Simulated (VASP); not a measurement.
```
CELL_PARAMETERS angstrom
      4.15892     0.00000     0.00000
     -2.07946     3.60173     0.00000
      0.00000     0.00000     6.38446
ATOMIC_POSITIONS crystal
  Ge 0.00000 0.00000 0.00000
  Ge 0.00000 0.00000 0.50000
  Sn 0.33333 0.66667 0.25000
  Sn 0.66667 0.33333 0.75000
```

Level of theory: PBEsol GGA, VASP's PBE PAW potentials (set 64) (plane waves; VASP 6.6.1). Settings: 400 eV cut-off, 10×10×6 Γ-centred mesh, tetrahedra with Blöchl corrections, potentials Ge_d Sn_d.

### Question
The job: GeSn (relaxed from the NiAs type structure, space group P6_3/mmc), 4 atoms, PBEsol, static run, 400 eV, 10×10×6 Γ-centred mesh. Roughly how much core time does it take on a busy server core?

### Answer
About 80 core-seconds (one run on a shared machine, a rough figure). It had 56 irreducible k-points, 33 bands, up to 1755 plane waves and 13 electronic steps.

The structure was generated: GeSn was put into the NiAs type type (P6_3/mmc), which need not be its known phase. It was relaxed first, which changed the volume by +13 %.
